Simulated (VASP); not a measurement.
## BaSc: single point with PBE

BaSc:

```
Ba Sc
1.0
     4.27120    0.00000    0.00000
     0.00000    4.27120    0.00000
     0.00000    0.00000    4.27120
Ba Sc
1 1
Direct
  0.50000 0.50000 0.50000
  0.00000 0.00000 0.00000
```

The cell comes from a database or a generator and needn't be the stable form of this composition.

```yaml
Program: VASP 6.6.1
Task: single point
Functional: PBE
Potentials_or_basis: VASP PAW PBE potentials, release 64 (Ba_sv, Sc_sv)
Cutoff: 520 eV
k_mesh: 10 × 10 × 10
Occupations: fermi-dirac, width 0.15 eV
Spin: no spin polarisation
Dipole_correction: no
Further_INCAR_settings: ALGO = Fast; EDIFF = 1e-06; NBANDS = 18
```

The pressure is 0.2 GPa and the band gap on the k mesh is none (metal or under the smearing width).

Levels at points of the mesh, in eV from the Fermi level:
```tsv
k point	band 9	band 10	band 11	band 12	band 13	band 14
(0.00, 0.00, 0.00)	-3.63	-0.86	-0.86	1.13	1.13	1.13
(0.50, 0.00, 0.00)	-1.34	-1.15	0.18	1.09	1.09	1.26
(0.50, 0.50, 0.00)	-1.87	-0.72	0.34	0.34	1.42	1.42
(0.50, 0.50, 0.50)	-0.38	-0.38	-0.38	0.67	0.67	0.67
```

It took 73 s on 1 thread of AMD EPYC 9R14 (Zen 4), on a shared host, peak memory 0.2 GiB.

Spin-orbit coupling is left out, which matters for the levels of Ba.
